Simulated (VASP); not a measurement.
Given:

```
GaN
1.0
    1.59500    -2.76262     0.00000
    1.59500     2.76262     0.00000
    0.00000     0.00000     5.19000
Ga N
2 2
Direct
  0.66667   0.33333   0.50000
  0.33333   0.66667   0.00000
  0.66667   0.33333   0.87700
  0.33333   0.66667   0.37700
```

All values below come from PBE GGA, VASP's PBE PAW potentials (set 64) (plane waves; VASP). Settings: 520 eV cut-off, 10×10×6 Γ-centred mesh, Gaussian smearing of 0.050 eV, potentials Ga_d N.

Give the stress tensor in GPa (positive for a compressed cell).

```
5.04  0.00  0.00
0.00  5.04  0.00
0.00  0.00  5.39
```
The pressure is its mean diagonal, 5.16 GPa.

The compound is GaN in the wurtzite structure. The cell was not relaxed at this level. The run is one of a series of settings (KPOINTS 10×10×6 Γ-centred mesh against the base run), some of them coarse on purpose.
